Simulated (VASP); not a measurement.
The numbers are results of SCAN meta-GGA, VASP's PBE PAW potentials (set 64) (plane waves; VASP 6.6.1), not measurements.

VASP input:

INCAR:
```
SYSTEM = AlN
PREC = Accurate
ENCUT = 520
EDIFF = 1E-7
NELM = 100
ALGO = Normal
LREAL = .FALSE.
LASPH = .TRUE.
ISMEAR = -5
METAGGA = SCAN
LMIXTAU = .TRUE.
LWAVE = .FALSE.
LCHARG = .FALSE.
LORBIT = 11
NEDOS = 601
ISIF = 2
```

KPOINTS_OPT:
```
k-points along high-symmetry lines
6
Line-mode
Reciprocal
  0.000000   0.000000   0.000000 ! GAMMA
  0.000000   0.500000   0.000000 ! M

  0.000000   0.500000   0.000000 ! M
 -0.333333   0.666667   0.000000 ! K

 -0.333333   0.666667   0.000000 ! K
  0.000000   0.000000   0.000000 ! GAMMA

  0.000000   0.000000   0.000000 ! GAMMA
  0.000000   0.000000   0.500000 ! A

  0.000000   0.000000   0.500000 ! A
  0.000000   0.500000   0.500000 ! L

  0.000000   0.500000   0.500000 ! L
 -0.333333   0.666667   0.500000 ! H

 -0.333333   0.666667   0.500000 ! H
  0.000000   0.000000   0.500000 ! A

  0.000000   0.500000   0.500000 ! L
  0.000000   0.500000   0.000000 ! M

 -0.333333   0.666667   0.500000 ! H
 -0.333333   0.666667   0.000000 ! K
```

File POSCAR:
```
AlN
1
    1.5504885839    -2.6855249981     0.0000000000
    1.5504885839     2.6855249981     0.0000000000
    0.0000000000    -0.0000000000     4.9662752743
Al N
2 2
Direct
  0.6666670000   0.3333330000   0.5000841563
  0.3333330000   0.6666670000   0.0000841563
  0.6666670000   0.3333330000   0.8819158437
  0.3333330000   0.6666670000   0.3819158437
```

### KPOINTS
```
Regular mesh
0
G
9 9 5
```

POTCAR, in this order: Al N (PBE.64 set). Program: vasp_std.

The run wrote:

File OSZICAR:
```
       N       E                     dE             d eps       ncg     rms          rms(c)
DAV:   1     0.429929250556E+02    0.42993E+02   -0.80305E+03   864   0.123E+03
DAV:   2    -0.458138580669E+02   -0.88807E+02   -0.81933E+02  1284   0.239E+02
DAV:   3    -0.500210060108E+02   -0.42071E+01   -0.41823E+01  1116   0.556E+01
DAV:   4    -0.500572775696E+02   -0.36272E-01   -0.36266E-01   980   0.595E+00
DAV:   5    -0.500577882610E+02   -0.51069E-03   -0.51068E-03  1116   0.734E-01    0.127E+01
DAV:   6    -0.393068512246E+02    0.10751E+02   -0.18638E+01  1032   0.323E+01    0.540E+00
DAV:   7    -0.404191911620E+02   -0.11123E+01   -0.11370E+00   872   0.117E+01    0.335E+00
DAV:   8    -0.423004536954E+02   -0.18813E+01   -0.20007E+00   964   0.124E+01    0.235E+00
DAV:   9    -0.403111566558E+02    0.19893E+01   -0.13475E+00   928   0.110E+01    0.553E-01
DAV:  10    -0.409344900360E+02   -0.62333E+00   -0.22893E-01   892   0.631E+00    0.374E-01
DAV:  11    -0.408921452659E+02    0.42345E-01   -0.11971E-02   896   0.162E+00    0.327E-01
DAV:  12    -0.408965346330E+02   -0.43894E-02   -0.69340E-03  1076   0.763E-01    0.127E-01
DAV:  13    -0.408970677837E+02   -0.53315E-03   -0.14627E-02   864   0.198E+00    0.429E-02
DAV:  14    -0.408979656015E+02   -0.89782E-03   -0.31659E-04  1136   0.242E-01    0.372E-02
DAV:  15    -0.408981981622E+02   -0.23256E-03   -0.44075E-05   920   0.785E-02    0.367E-02
DAV:  16    -0.408983644196E+02   -0.16626E-03   -0.14536E-04   864   0.194E-01    0.203E-02
DAV:  17    -0.408983557615E+02    0.86581E-05   -0.14923E-05   912   0.595E-02    0.120E-02
DAV:  18    -0.408983107098E+02    0.45052E-04   -0.78790E-06   864   0.409E-02    0.120E-02
DAV:  19    -0.408983127296E+02   -0.20198E-05   -0.10544E-06  1116   0.100E-02    0.849E-03
DAV:  20    -0.408983092415E+02    0.34880E-05   -0.13454E-06  1036   0.936E-03    0.418E-03
DAV:  21    -0.408983168159E+02   -0.75744E-05   -0.40794E-07   864   0.756E-03    0.218E-03
DAV:  22    -0.408983190898E+02   -0.22738E-05   -0.11687E-07   576   0.523E-03    0.256E-04
DAV:  23    -0.408983209481E+02   -0.18583E-05   -0.98985E-09   432   0.148E-03    0.111E-04
DAV:  24    -0.408983208856E+02    0.62454E-07   -0.25229E-09   432   0.772E-04
   1 F= -.40898321E+02 E0= -.40898321E+02  d E =0.000000E+00
       N       E                     dE             ncg
       N       E                     dE             ncg
```

### OUTCAR
```
------------------------ aborting loop because EDIFF is reached ----------------------------------------
  FORCE on cell =-STRESS in cart. coord.  units (eV):
  Direction    XX          YY          ZZ          XY          YZ          ZX
  --------------------------------------------------------------------------------------
  Total        0.0122290      0.0122290      0.0137360      0.0000000      0.0000000      0.0000000
  in kB        0.4737448      0.4737448      0.5321227      0.0000000      0.0000000      0.0000000
  external PRESSURE =       0.4932041 kB  Pullay stress =       0.0000000 kB
  volume of cell :       41.36
      direct lattice vectors                 reciprocal lattice vectors
     1.550488584 -2.685524998  0.000000000     0.322478995 -0.186183335  0.000000000
     1.550488584  2.685524998  0.000000000     0.322478995  0.186183335  0.000000000
     0.000000000  0.000000000  4.966275274     0.000000000  0.000000000  0.201358150
  FREE ENERGIE OF THE ION-ELECTRON SYSTEM (eV)
  ---------------------------------------------------
  free  energy   TOTEN  =       -40.8983208856 eV

  energy  without entropy=      -40.8983208856  energy(sigma->0) =      -40.89832089

 total charge

# of ion       s       p       d       tot
------------------------------------------
    1        0.369   0.453   0.000   0.822
    2        0.369   0.453   0.000   0.822
    3        1.234   2.687   0.000   3.921
    4        1.234   2.687   0.000   3.921
--------------------------------------------------
tot          3.205   6.280   0.000   9.485
```
(Selected blocks of OUTCAR.)

The compound is AlN in the wurtzite structure. It was relaxed first.
